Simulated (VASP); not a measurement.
An input for Ansatz (written as the equivalent of a VASP run, and not itself run):

Ansatz 0.2 input:
```yaml
crystal:
  lattice:
    - [4.4748100, 0.0000000, 0.0000000]
    - [-2.2374050, 3.8752990, 0.0000000]
    - [0.0000000, 0.0000000, 6.9724310]
  atoms:
    - { symbol: P, position: [0.3333330, 0.6666670, 0.2467000] }
    - { symbol: P, position: [0.6666670, 0.3333330, 0.7533000] }
    - { symbol: Ca, position: [0.0000000, 0.0000000, 0.0000000] }
    - { symbol: Ca, position: [0.3333330, 0.6666670, 0.6470000] }
    - { symbol: Ca, position: [0.6666670, 0.3333330, 0.3530000] }
kpoints:
  mp_grid: { grid: [5, 5, 3] }
hamiltonian:
  xc: lda
  pseudopotentials: { kind: paw }
scf:
  occupations: { method: gaussian, width: 0.136 }
  max_iter: 100
output: { forces: true, stress: true, eigenvalues: true }
```

**Question.** Translate this input to VASP (INCAR, KPOINTS, POSCAR, choice of POTCAR).

**Answer.** This is not unique; one that fits is 
INCAR:
```
ISIF  =  2   ! forces and stress, cell fixed
LWAVE  =  .False.
ALGO  =  Normal
SYSTEM  =  Ca3P2
PREC  =  Accurate
LCHARG  =  .False.
ENCUT  =  300
NELM  =  100
EDIFF  =  1E-6
LREAL  =  .False.   ! projection in real space or not
LASPH  =  .True.   ! aspherical one-centre terms
ISMEAR  =  0
SIGMA  =  0.136
```

File KPOINTS:
```
Regular mesh
0
G
  5 5 3
0 0 0
```

POSCAR:
```
Ca3P2
1
    4.4748100000     0.0000000000     0.0000000000
   -2.2374050000     3.8752990000     0.0000000000
    0.0000000000     0.0000000000     6.9724310000
P Ca
2 3
Direct
  0.3333330000   0.6666670000   0.2467000000
  0.6666670000   0.3333330000   0.7533000000
  0.0000000000   0.0000000000   0.0000000000
  0.3333330000   0.6666670000   0.6470000000
  0.6666670000   0.3333330000   0.3530000000
```

POTCAR, in this order: P Ca_sv (LDA.64 set). Program: vasp_std.

What does not carry over: each code has its own PAW files, so the cut-off isn't converted (ENCUT is set for VASP's; basis.ecutwfc is left out, and Ansatz then takes the one that its files recommend); Ansatz stops its SCF on the density residual and VASP on the energy change (EDIFF); Ansatz's lda is the Perdew-Wang form, while the LDA potentials of VASP carry Perdew-Zunger's.

The structure was generated: Ca3P2 was put into an ordered model structure, which need not be its known phase. The cell was not relaxed at this level. The run is one of a series of settings (GGA removed, POTCAR P Ca_sv (LDA.64 set) against the base run), some of them coarse on purpose.
